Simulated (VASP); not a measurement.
**CsNiO2 under changes of volume**

One of the cells (19.721 Å³/atom); the others are scaled copies at fixed shape and fractional positions:

```
Cs Ni O
1.0
     0.00000    4.28874    4.28874
     4.28874    0.00000    4.28874
     4.28874    4.28874    0.00000
Cs Ni O
2 2 4
Direct
  0.75000 0.75000 0.75000
  0.50000 0.50000 0.50000
  0.25000 0.25000 0.25000
  0.00000 0.00000 0.00000
  0.12500 0.62500 0.12500
  0.12500 0.12500 0.62500
  0.62500 0.12500 0.12500
  0.12500 0.12500 0.12500
```

The cell comes from a database or a generator and needn't be the stable form of this composition.

```yaml
Program: VASP 6.6.1
Functional: PBE
Potentials_or_basis: VASP PAW PBE potentials, release 64 (Cs_sv, Ni, O)
Cutoff: 520 eV
k_mesh: 6 × 6 × 6
Occupations: fermi-dirac, width 0.05 eV
Spin: collinear spin, ferromagnetic start
Starting_moments: "[0.0, 0.0, 1.0, 1.0, 0.0, 0.0, 0.0, 0.0] μB"
```

```csv
volume (Å³/atom),energy over the lowest point (meV/atom),pressure (GPa),moment (μB per cell)
18.174,2.20,1.6,0.91
18.561,0.00,0.0,1.04
18.948,1.45,-1.4,1.13
19.721,?,?,?
20.108,24.04,-4.8,1.31
20.494,36.58,-5.7,1.34
```

What does the run at 19.721 Å³/atom give?

Energy over the lowest point 13.80 meV/atom; pressure -3.8 GPa; moment 1.26 μB per cell.

Worked out: A Birch-Murnaghan fit of order 3 (a polynomial in V^(-2/3)) to the other rows has its minimum at 18.59 Å³/atom with B0 = V·E''(V) = 72 GPa and B' = 4.4. It gives 13.79 meV/atom at 19.721 Å³/atom, against the run's 13.80, and -dE/dV = -3.7 GPa, against -3.8. A parabola through the other rows of the moment, of slope 0.133 μB per Å³/atom there, gives 1.27 μB, against the run's 1.26.

Energies are extrapolated to zero smearing.
